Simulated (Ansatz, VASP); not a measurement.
# Cross-check of LiZnI3 between VASP and Ansatz, part 3 of 3

One calculation is typed for both programs; each brings its own data sets. How far apart do they land? The cell is generated by rule, not measured, and may not be a known phase. The cell is taken from a series of runs on this material, whose earlier steps may have relaxed, scaled, displaced or heated it; both programs get it as it stands.

VASP 6.6.1 and Ansatz 0.2.0.

So far: The structure; Ansatz: relaxation of cell and atoms, PBEsol, pair 1; VASP: relaxation of cell and atoms, PBEsol, pair 1; Differences; Ansatz: relaxation of cell and atoms, PBEsol, pair 2; VASP: relaxation of cell and atoms, PBEsol, pair 2.

## Step 8: VASP: relaxation of cell and atoms, PBEsol, pair 3

Level of this step: PBEsol; plane waves and PAW (Li_sv, Zn, I); invented cell (VASP).

The relaxed volume is the usual yardstick between codes: in a stiff, nearly cubic crystal its relative difference is about their pressure difference at one cell divided by the bulk modulus. This pair takes another cell of the material, with 5 atoms against 10 for the pair before.

INCAR reads:

```
SYSTEM = LiZnI3
PREC = Accurate
ENCUT = 750
EDIFF = 1E-07
NELM = 120
ISMEAR = 0
SIGMA = 0.01
LREAL = .FALSE.
ALGO = Normal
GGA = PS
NBANDS = 24
LORBIT = 11
LWAVE = .FALSE.
LCHARG = .FALSE.
ISIF = 3
IBRION = 2
NSW = 80
EDIFFG = -0.005
LASPH = .TRUE.
GGA_COMPAT = .FALSE.
NELMIN = 4
EFERMI = MIDGAP
KPAR = 2
```

POSCAR reads:

```
LiZnI3
1.0
    6.6243470000      0.0000000000      0.0000000000
    0.0000000000      4.1250320000      0.0000000000
   -3.2668010000      0.0000000000      6.2064330000
Li Zn I
1 1 3
Direct
    0.7403819601      0.0000000000      0.1788312224
    0.4631838979      0.5000000000      0.5914152300
    0.0694842923      0.5000000000      0.2591936463
    0.4190727546      0.5000000000      0.9360901826
    0.7158118058      0.0000000000      0.5872334399
```

KPOINTS reads:

```
Automatic mesh
0
Gamma
4 6 4
0 0 0
```

The projector-augmented-wave data sets are Li_sv, Zn and I (PBE family, release 64).

Run with:

```console
$ mpirun -np 2 vasp_std
```

Numbers of over 12 decimals in the logs are rounded to 6 here.

The log of the run:

```text
[banner, memory and clock lines left out]
running    2 mpi-ranks, on    1 nodes
[...]
[... a notice as in an earlier step ...]

 LDA part: xc-table for (Slater+PW92), standard interpolation
 POSCAR, INCAR and KPOINTS ok, starting setup
[...]
entering main loop
       N       E                     dE             d eps       ncg     rms          rms(c)
DAV:   1     0.268417225660E+03    0.26842E+03   -0.17950E+04  1920   0.179E+03
DAV:   2     0.168740771660E+02   -0.25154E+03   -0.24297E+03  2208   0.341E+02
DAV:   3    -0.103138679675E+02   -0.27188E+02   -0.27085E+02  2384   0.103E+02
DAV:   4    -0.131886438826E+02   -0.28748E+01   -0.28648E+01  3784   0.215E+01
[...]
DAV:  13    -0.127892852941E+02   -0.76792E-05   -0.27787E-05  2304   0.604E-02    0.667E-03
DAV:  14    -0.127892858051E+02   -0.51103E-06   -0.24898E-06  2552   0.149E-02    0.192E-03
DAV:  15    -0.127892859026E+02   -0.97498E-07   -0.42184E-07  2440   0.348E-03
   1 F= -.12789286E+02 E0= -.12789286E+02  d E =-.127893E+02
[... from here on, the cycles between the ionic steps are left out ...]
   2 F= -.12789321E+02 E0= -.12789321E+02  d E =-.346642E-04
   3 F= -.12789321E+02 E0= -.12789321E+02  d E =-.349332E-04
   4 F= -.12789326E+02 E0= -.12789326E+02  d E =-.524883E-05
 trial-energy change:   -0.000005  1 .order   -0.000005   -0.000006   -0.000004
 step:   3.5251(harm=  3.5251)  dis= 0.00120  next Energy=   -12.789332 (dE=-0.109E-04)
 reached required accuracy - stopping structural energy minimisation
```

From OUTCAR (step 8):

```text
  Total       -0.0086171      0.0016735     -0.0094533      0.0000000      0.0000000     -0.0009827
  in kB       -0.0813291      0.0157951     -0.0892212      0.0000000      0.0000000     -0.0092748
  external PRESSURE =      -0.0515851 kB  Pullay stress =       0.0000000 kB

 POSITION                                       TOTAL-FORCE (eV/Angst)
 -----------------------------------------------------------------------------------
      4.32147      0.00000      1.10993         0.000094      0.000000      0.000168
      1.13636      2.06340      3.67144        -0.000056      0.000000      0.000793
     -0.38729      2.06340      1.60834        -0.002211      0.000000     -0.002198
     -0.28304      2.06340      5.81205        -0.001609      0.000000      0.001419
      2.82508      0.00000      3.64529         0.003782      0.000000     -0.000183
 -----------------------------------------------------------------------------------
    total drift:                                0.000586     -0.000000     -0.001117

  FREE ENERGIE OF THE ION-ELECTRON SYSTEM (eV)
  ---------------------------------------------------
  free  energy   TOTEN  =       -12.7893260846 eV

  energy  without entropy=      -12.7893260846  energy(sigma->0) =      -12.78932608

[... 1 part as in an earlier step ...]

[... 3 further parts left out ...]
[key lines of the parts left out:]
E-fermi :   2.8189
```

The run keeps the 2 symmetry operations of its start, so it cannot find a distortion of lower symmetry.

## Step 9: Ansatz: relaxation of cell and atoms, PBEsol, pair 3

The same cell, functional and mesh now go to Ansatz, which takes its cutoff from its data sets.

The cell is taken from a series of runs on this material, whose earlier steps may have relaxed, scaled, displaced or heated it; both programs get it as it stands.

input.yaml reads:

```yaml
crystal:
  lattice:
    - [6.6243473178, 0.0, 0.0]
    - [0.0, 4.1250322209, 0.0]
    - [-3.266801052, 0.0, 6.2064328279]
  atoms:
    - { symbol: Li, position: [0.7403818612, 0.0, 0.1788312105] }
    - { symbol: Zn, position: [0.4631838601, 0.5, 0.5914152431] }
    - { symbol: I, position: [0.0694843968, 0.5, 0.2591937092] }
    - { symbol: I, position: [0.4190728124, 0.5, 0.9360901947] }
    - { symbol: I, position: [0.7158117969, 0.0, 0.5872335117] }
kpoints:
  mp_grid: { grid: [4, 6, 4] }
hamiltonian:
  xc: pbesol
  pseudopotentials: { kind: paw, azcp: { folder: soft_1 }, xc_functional: pbe }
scf:
  occupations: { method: fixed }
output:
  forces: true
  stress: true
  eigenvalues: true
relax:
  adjacent_minimum: "off"
  f_tol: 0.001
  max_steps: 60
  cell: { stress_tol: 0.01 }
```

Run with:

```console
$ ansatz run input.yaml --threads 4 --pin off --max-ram 16384MiB --backend cpu --events-out ev --progress --plain --runs-dir out
```

The log of the run:

```text
[...]
Crystal: 5 atoms, lattice volume = 169.595 Å³
Basis set: ecut = 420 eV, 3299 PW (Γ), exchange–correlation on 90×60×96 points (8 copies of the dense FFT grid, shifted against one another)
Bands: 40, of which v1, the nominal top of the filled ones, is band 33 counted from 1 (32 counted from 0)
Symmetry: 2 space group operations
[...]
k-points: 40 of 96 (time reversal used)
[...]
cell:  # Å, volume = 169.1916 Å³
    - [6.615986, 0.0, -0.00534448]
    - [0.0, 4.124207, 0.0]
    - [-3.267685, 0.0, 6.203383]
  atoms:
    - { symbol: Li, position: [0.739954, 0.0, 0.178860] }
    - { symbol: Zn, position: [0.463630, 0.5, 0.591586] }
    - { symbol: I, position: [0.069320, 0.5, 0.258687] }
    - { symbol: I, position: [0.418119, 0.5, 0.935601] }
    - { symbol: I, position: [0.716911, 0.0, 0.588030] }
[key lines of the parts left out:]
SCF converged after 7 iterations
Free energy (F): -25785.048185 eV
Fermi energy:    4.070764 eV
P = ⅓ Tr σ = 0.0009 GPa (0.009 kbar)
```

## Step 10: Side by side

What differs besides the data sets and the points named for the pairs above, as far as they apply: fixed occupations in Ansatz, narrow Gaussian smearing in VASP; the data sets hold 66 valence electrons in Ansatz (on its PAW soft_1 files) and 36 in VASP. Total energies have different zeros and are not compared.

The two programs side by side:

```
                                         quantity  Ansatz    VASP  difference
                                      volume (Å³)  169.19  169.76     -0.33 %
edge a after relaxation, in the typed setting (Å)   6.616   6.626     -0.15 %
edge b after relaxation, in the typed setting (Å)   4.124   4.127     -0.06 %
edge c after relaxation, in the typed setting (Å)   7.011   7.016     -0.06 %
```

## Step 11: What came out

- difference in volume (relaxation of cell and atoms, PBEsol, pair 1): -0.12 %
- difference in volume (relaxation of cell and atoms, PBEsol, pair 2): -0.15 %
- difference in volume (relaxation of cell and atoms, PBEsol, pair 3): -0.33 %

The difference in volume is -0.33 % (relaxation of cell and atoms, PBEsol, pair 3), within the 1.2 % picked in this series as the mark of a large difference, as far as the stopping tolerances let one tell. The data sets hold unlike numbers of valence electrons (132 in Ansatz and 72 in VASP and 66 in Ansatz and 36 in VASP), so part of the differences comes from the potentials. Such differences can come from data sets, numerical settings and the points named under the comparisons, not from the functional's error against experiment.

[Lines on the potential files, build, host, timing and source positions are cut from VASP's logs without a mark.]

[Logs are printed without paths, hosts, clocks, repeated set-up lines and the standing remarks that a program may print on its own settings, such as how far it seeks lower states.]

[Hosts, paths, dates, database ids (printed as entryN), source tags and the programs' standing remarks are cut or masked in the printed files.]
